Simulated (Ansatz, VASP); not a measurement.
**CuW2: VASP beside Ansatz**

```
CELL_PARAMETERS angstrom
4.50272 0.00000 0.00000
-2.25136 3.89947 0.00000
0.00000 0.00000 2.64284
ATOMIC_POSITIONS crystal
Cu 0.00000 0.00000 0.50000
W 0.66667 0.33333 0.00000
W 0.33333 0.66667 0.00000
```

Alike in both runs: functional PBE; k mesh 12 × 12 × 18; occupations gaussian, width 0.1 eV; no spin polarisation.

Ansatz relaxed the structure, and its values are those at the end. VASP's run is a single point on that final structure, the one shown.

|  | VASP | Ansatz |
| --- | --- | --- |
| version | VASP 6.6.1 | Ansatz 0.2.0 |
| potentials or method | VASP PAW PBE potentials, release 64 (Cu, W_sv) | scalar-relativistic, plane waves, PAW |
| plane-wave cutoff (eV) | 520 | 420 |
| valence electrons in the cell | 39 | 47 |

|  | VASP | Ansatz | Ansatz less VASP |
| --- | --- | --- | --- |
| gap on the k mesh at the Fermi level (eV) | none | none | - |
| pressure (GPa) | 0.6 | 0.0 | -0.64 |

A gap of «none» marks a metal or a gap that the smearing closes. With one functional, cell and mesh, what is left measures potentials, basis and numerics. The two sets of potentials don't hold the same shells in valence.

Spin-orbit coupling is left out, which matters for the levels of W.
